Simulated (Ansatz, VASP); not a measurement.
**Two plane-wave programs on CsBa3**

```
CELL_PARAMETERS angstrom
6.60437 0.00000 0.00000
0.00000 6.60437 0.00000
0.00000 0.00000 6.60437
ATOMIC_POSITIONS crystal
Ba 0.50224 0.49663 0.99256
Ba 0.49935 0.00890 0.50324
Ba 0.99574 0.50940 0.50216
Cs 0.99938 0.99716 0.00499
```

Change from the starting cell: atoms moved at random, drawn with an rms of 0.05 Å.

Alike in both runs: task single point; functional PBE; k mesh 4 × 4 × 4; occupations fermi-dirac, width 0.05 eV; no spin polarisation.

```csv
,VASP,Ansatz
version,VASP 6.6.1,Ansatz 0.2.0
potentials or method,"VASP PAW PBE potentials, release 64 (Ba_sv, Cs_sv)",Ansatz PAW
plane-wave cutoff (eV),520,420
valence electrons in the cell,39,39
```

|  | VASP | Ansatz | Ansatz less VASP |
| --- | --- | --- | --- |
| gap on the k mesh at the Fermi level (eV) | none | none | - |
| pressure (GPa) | 0.0 | 0.0 | -0.02 |
| rms of the force components (eV/Å) | 0.042 | 0.041 | -0.0004 |

Atom by atom the forces differ by 0.000 eV/Å (rms over components). A gap of «none» marks a metal or a gap that the smearing closes.

The runs have no spin-orbit coupling, so splittings on Ba, Cs are missing.
